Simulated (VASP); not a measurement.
Given:

```xyz
3
Lattice="0.0000 2.5203 2.5203 2.5203 0.0000 2.5203 2.5203 2.5203 0.0000" Properties=species:S:1:pos:R:3 pbc="T T T"
Zr     0.0000     0.0000     0.0000
O      1.2601     1.2601     1.2601
O      3.7804     3.7804     3.7804
```

Computed with r2SCAN meta-GGA, VASP's PBE PAW potentials (set 64) (plane waves; VASP 6.6.1). Numerical set-up: 520 eV cut-off, 8×8×8 Γ-centred mesh, Gaussian smearing of 0.050 eV, potentials Zr_sv O.

The job: ZrO₂ (fluorite), 3 atoms, r2SCAN, static run, 520 eV, 8×8×8 Γ-centred mesh. Roughly how much core time does it take on a busy server core?

About 50 core-seconds (one run on a shared machine, a rough figure). It had 29 irreducible k-points, 16 bands, up to 887 plane waves and 22 electronic steps.

The compound is ZrO2 in the fluorite structure, the high-temperature cubic form, which is unstable at 0 K; the monoclinic form is the stable one. This cell is one point of a volume scan, at 0.97 of the reference volume.
